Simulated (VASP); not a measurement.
Elastic constants (GPa) of a crystal from PBEsol GGA, VASP's PBE PAW potentials (set 64) run with VASP:

|  | xx | yy | zz | yz | xz | xy |
|---|---|---|---|---|---|---|
| xx | 110.9 | 50.0 | 50.0 | 0.0 | 0.0 | 0.0 |
| yy | 50.0 | 110.9 | 50.0 | 0.0 | 0.0 | 0.0 |
| zz | 50.0 | 50.0 | 110.9 | 0.0 | 0.0 | 0.0 |
| yz | 0.0 | 0.0 | 0.0 | 54.9 | 0.0 | 0.0 |
| xz | 0.0 | 0.0 | 0.0 | 0.0 | 54.9 | 0.0 |
| xy | 0.0 | 0.0 | 0.0 | 0.0 | 0.0 | 54.9 |

**Question.** Work out the Voigt, Reuss and Hill moduli, Young's modulus and Poisson's ratio.

**Answer.** All eigenvalues are positive (smallest 54.9 GPa), so the crystal is stable. K_V = (C11+C22+C33+2(C12+C13+C23))/9 = (332.7 + 2×150.0)/9 = 70.3 GPa; G_V = (332.7 − 150.0 + 3×164.7)/15 = 45.1 GPa. From the compliances, K_R = 70.3 GPa and G_R = 41.6 GPa. Hill: K = 70.3 GPa, G = 43.3 GPa, E = 9KG/(3K+G) = 107.8 GPa, ν = (3K−2G)/(2(3K+G)) = 0.244. K/G = 1.62, below Pugh's 1.75; universal anisotropy A^U = 0.43.

**Question.** With a density of 5.31 g/cm³, what are the mean sound speeds?

**Answer.** v_l = √((K+4G/3)/ρ) = 4.91 km/s and v_t = √(G/ρ) = 2.86 km/s. The crystal is GaAs (zinc blende), cubic.

The compound is GaAs in the zinc blende structure. It was relaxed first.
